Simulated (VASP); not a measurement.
Here is the system:

```
CELL_PARAMETERS angstrom
      0.00000     2.72816     2.72816
      2.72816     0.00000     2.72816
      2.72816     2.72816     0.00000
ATOMIC_POSITIONS crystal
  Ca 0.00000 0.00000 0.00000
```

Computed with PBEsol GGA, VASP's PBE PAW potentials (set 64) (plane waves; VASP). Settings: PREC = Normal, EDIFF = 1E-5, 400 eV cut-off, 13×13×13 Γ-centred mesh, first-order Methfessel-Paxton smearing of 0.10 eV, potentials Ca_sv.

### Question
Predict the energy per atom (σ→0), band gap (on the k-mesh) with the smallest direct gap where there is one.

### Answer

The band gap (on the k-mesh) is none (metal, semimetal or under 0.01 eV) and the energy per atom (σ→0) is -2.133 eV/atom.

Only differences to runs with the same potentials and settings are physical.

The compound is Ca in the fcc structure. It was relaxed first, which changed the volume by -7 %.
